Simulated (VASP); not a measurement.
Set up this calculation in VASP 6.6.1, as the native input.

- Task: single point
- Functional: PBEsol
- Potentials or basis: VASP PAW PBE potentials, release 64 (O, H, Mg, Cl)
- Cutoff: 520 eV
- k mesh: 1 × 1 × 1
- Occupations: fermi-dirac, width 0.02 eV
- Spin: no spin polarisation
- Dipole correction: no
- Further INCAR settings: LREAL = Auto; ALGO = Normal; EDIFF = 1e-06; NBANDS = 37

The structure of MgH8Cl2O4 lies in POSCAR:

```
MgH8Cl2O4
1.0
    5.7082670000      0.0000000000      0.0000000000
    0.0000000000      5.7082670000      0.0000000000
    0.0000000000      0.0000000000      5.7082670000
O H Mg Cl
4 8 1 2
Direct
    0.7389633316      0.0823192048      0.2019176748
    0.2307180095      0.3641735749      0.6375490144
    1.2000665000      1.0657350120     -0.0077256372
    0.7542219031      0.4019608753      0.7626307599
    0.7508058050     -0.0765906710      0.2645111029
    0.7093921851      0.1548280765      0.3596888513
    0.2459940994      0.1939818162      0.5836797753
    0.2442422543      0.4603498750      0.4825457534
    1.1694442464      1.0667160453      0.1609770531
    1.2608204907      0.8872745441     -0.0052380171
    0.6736195066      0.5025343068      0.6456600576
    0.9134821479      0.3683254480      0.7130885784
    0.4975415481      1.2309690489     -0.0433932050
    0.4972262159     -0.1051107105      0.6616894409
    0.4283261452      0.5748329572      0.1981687262
```

The cell was built by a generator and needn't be a form met in nature.

The input as run:

INCAR

```
SYSTEM = MgH8Cl2O4
PREC = Accurate ; ENCUT = 520
EDIFF = 1E-6 ; ISMEAR = -1
SIGMA = 0.02 ; LREAL = Auto
LASPH = .TRUE. ; NELM = 100
ALGO = Normal ; ISIF = 2
LWAVE = .FALSE. ; LCHARG = .FALSE.
GGA = PS ; NBANDS = 37
```

KPOINTS

```
Automatic mesh
0
G
  1 1 1
  0 0 0
```

Potentials or basis: VASP PAW PBE potentials, release 64 (O, H, Mg, Cl).

The run is started by

```sh
$ cat potpaw_PBE.64/O/POTCAR potpaw_PBE.64/H/POTCAR potpaw_PBE.64/Mg/POTCAR potpaw_PBE.64/Cl/POTCAR > POTCAR
$ mpirun -np 1 vasp_gam > vasp.out
```

Results of the run:

| Item | Value |
| --- | --- |
| Pressure | -1.3 GPa |
| Largest force | 3.514 eV/Å |
| Band gap on the k mesh | 3.78 eV, direct |

Caveat: the PAW data sets were made with another functional, which shifts forces and pressure a little.

Wall time 9.9 s on 1 thread of AMD EPYC 9R14 (Zen 4), on a shared host, peak memory 0.21 GiB.
